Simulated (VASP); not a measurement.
Consider the following.

```xyz
7
Lattice="3.9176 0.0000 0.0000 0.0000 3.9176 0.0000 0.0000 0.0000 6.8286" Properties=species:S:1:pos:R:3 pbc="T T T"
Al     1.9588     1.9588     0.0000
P      0.0000     0.0000     3.4143
Pt     0.0000     1.9588     1.9604
Pt     0.0000     1.9588     4.8683
Pt     1.9588     0.0000     1.9604
Pt     1.9588     0.0000     4.8683
Pt     0.0000     0.0000     0.0000
```

These are PBEsol GGA, VASP's PBE PAW potentials (set 64) (plane waves; VASP) values and carry that method's errors. Numerical set-up: 300 eV cut-off, 6×6×4 Γ-centred mesh, Fermi-Dirac smearing of 0.10 eV, potentials Al P Pt.

Question: Give the energies of bands 20 to 33 at the high-symmetry points, in eV from the Fermi level.

Answer: 
```json
[
 {"band": "20", "Γ": "-2.41", "X": "-3.44", "M": "-3.01", "Z": "-2.73", "R": "-3.69", "A": "-3.17"},
 {"band": "21", "Γ": "-2.41", "X": "-3.31", "M": "-2.96", "Z": "-2.39", "R": "-3.42", "A": "-3.16"},
 {"band": "22", "Γ": "-1.52", "X": "-2.89", "M": "-2.27", "Z": "-2.39", "R": "-2.99", "A": "-3.16"},
 {"band": "23", "Γ": "-1.52", "X": "-2.67", "M": "-2.27", "Z": "-2.39", "R": "-2.83", "A": "-2.70"},
 {"band": "24", "Γ": "-1.51", "X": "-2.42", "M": "-2.27", "Z": "-1.51", "R": "-2.67", "A": "-2.45"},
 {"band": "25", "Γ": "-1.51", "X": "-2.35", "M": "-2.19", "Z": "-1.46", "R": "-2.36", "A": "-2.24"},
 {"band": "26", "Γ": "-1.35", "X": "-2.23", "M": "-1.64", "Z": "-0.37", "R": "-2.23", "A": "-2.17"},
 {"band": "27", "Γ": "-1.12", "X": "-1.72", "M": "-1.61", "Z": "0.00", "R": "-1.90", "A": "-1.73"},
 {"band": "28", "Γ": "-1.12", "X": "-1.19", "M": "-1.14", "Z": "0.03", "R": "-1.73", "A": "-0.97"},
 {"band": "29", "Γ": "-0.01", "X": "-0.89", "M": "-0.57", "Z": "0.29", "R": "-0.86", "A": "-0.23"},
 {"band": "30", "Γ": "0.04", "X": "0.06", "M": "-0.57", "Z": "1.62", "R": "0.94", "A": "0.52"},
 {"band": "31", "Γ": "1.55", "X": "0.49", "M": "0.00", "Z": "1.62", "R": "2.48", "A": "0.52"},
 {"band": "32", "Γ": "2.14", "X": "1.82", "M": "0.83", "Z": "2.01", "R": "2.88", "A": "0.73"},
 {"band": "33", "Γ": "4.35", "X": "3.04", "M": "0.83", "Z": "2.01", "R": "3.06", "A": "0.73"}
]
```

It has no gap at this level: it comes out as a metal or semimetal.

The structure comes from a computed database's AlPPt5 entry (P4/mmm); how it stands against other phases isn't given here. The cell was not relaxed at this level.
